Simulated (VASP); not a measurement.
```
CELL_PARAMETERS angstrom
      2.86000     0.00000     0.00000
      0.00000     2.86000     0.00000
      0.00000     0.00000     2.86000
ATOMIC_POSITIONS crystal
  Al 0.50000 0.50000 0.50000
  Co 0.00000 0.00000 0.00000
```

The base run (VASP): PBE GGA, plane waves, VASP's PBE PAW potentials (set 64). Settings: 400 eV cut-off, 11×11×11 Γ-centred mesh, first-order Methfessel-Paxton smearing of 0.10 eV, potentials Al Co.

One setting is varied; ΔE counts from the base run. The base run took about 6 core-seconds. Times come from single runs on busy shared machines, so they are rough: good to a factor of about 2.

The base run's pressure lies -0.29 GPa from that at 750 eV (Pulay error).

```tsv
setting	cost over the base run	electronic steps	ΔE (meV/atom)	pressure (GPa)
PREC = Low	within a factor of 2	13	0.3	-1.85
PREC = Normal	within a factor of 2	13	0.0	-1.85
LASPH = .FALSE.	within a factor of 2	13	5.1	-1.78
PREC = Single	within a factor of 2	13	0.0	-1.86
base run	reference	13	0.0	-1.84
ADDGRID = .TRUE.	within a factor of 2	13	0.0	-1.84
LREAL = Auto	within a factor of 2	13	-0.2	-1.84
```

Left out are runs that failed, have no time on record or changed the cell.

The compound is CoAl in the CsCl type structure. The cell was not relaxed at this level.
